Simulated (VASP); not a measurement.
Input:

```
ZrO2
1.0
    0.00000     2.55781     2.55781
    2.55781     0.00000     2.55781
    2.55781     2.55781     0.00000
Zr O
1 2
Direct
  0.00000   0.00000   0.00000
  0.25000   0.25000   0.25000
  0.75000   0.75000   0.75000
```

The numbers are results of PBE GGA, VASP's PBE PAW potentials (set 64) (plane waves; VASP), not measurements. Settings: 480 eV cut-off, 7×7×7 Γ-centred mesh, Gaussian smearing of 0.050 eV, potentials Zr_sv O.

**Question.** Predict the energy per atom (σ→0).

**Answer.** 
The energy per atom (σ→0) comes out as -9.523 eV/atom.

The absolute energy has meaning only against runs of the same code, potentials and settings.

The compound is ZrO2 in the fluorite structure, the high-temperature cubic form, which is unstable at 0 K; the monoclinic form is the stable one. It was relaxed first. The start is the result of an earlier pass.
